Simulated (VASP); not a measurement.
```xyz
6
Lattice="4.3199 0.0000 0.0000 0.0000 4.3199 0.0000 0.0000 0.0000 4.3199" Properties=species:S:1:pos:R:3 pbc="T T T"
Cu     3.2399     1.0800     3.2399
Cu     1.0800     3.2399     3.2399
Cu     3.2399     3.2399     1.0800
Cu     1.0800     1.0800     1.0800
O      0.0000     0.0000     0.0000
O      2.1599     2.1599     2.1599
```

Level of theory: TPSS meta-GGA, VASP's PBE PAW potentials (set 64) (plane waves; VASP). Numerical set-up: 520 eV cut-off, 5×5×5 Γ-centred mesh, Gaussian smearing of 0.050 eV, potentials Cu O.

### Question
Give the stress tensor in GPa (positive for a compressed cell).

### Answer

```
-3.21   0.00   0.00
 0.00  -3.21   0.00
 0.00   0.00  -3.21
```
The pressure is its mean diagonal, -3.21 GPa.

The compound is Cu2O in the cuprite structure. This cell is one point of a volume scan, at 1.03 of the reference volume.
